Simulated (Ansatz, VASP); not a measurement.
# AgRh: VASP beside Ansatz

```
Ag Rh
1.0
     2.72089    0.00000    0.00000
    -1.36044    2.35636    0.00000
     0.00000    0.00000    4.71044
Ag Rh
1 1
Direct
  0.00000 0.00000 0.50000
  0.66667 0.33333 0.00000
```

The cell comes from a database or a generator and needn't be the stable form of this composition.

Alike in both runs: task single point; functional PBE; k mesh 11 × 11 × 6; occupations fermi-dirac, width 0.05 eV; no spin polarisation.

|  | VASP | Ansatz |
| --- | --- | --- |
| version | VASP 6.6.1 | Ansatz 0.2.0 |
| potentials or method | VASP PAW PBE potentials, release 64 (Ag, Rh_pv) | JTH PAW |
| plane-wave cutoff (eV) | 520 | 2100 |
| valence electrons in the cell | 26 | 28 |

Ansatz gave:

| Quantity | Value |
| --- | --- |
| gap on the k mesh at the Fermi level (eV) | none |
| pressure (GPa) | 8.5 |
| largest component of the traceless stress (GPa) | 1.70 |

Problem. Which values does VASP return?

Solution. gap on the k mesh at the Fermi level (eV): none; pressure (GPa): 8.2; largest component of the traceless stress (GPa): 1.78.

A gap of «none» marks a metal or a gap that the smearing closes. With one functional, cell and mesh, what is left measures potentials, basis and numerics. The two sets of potentials don't hold the same shells in valence.
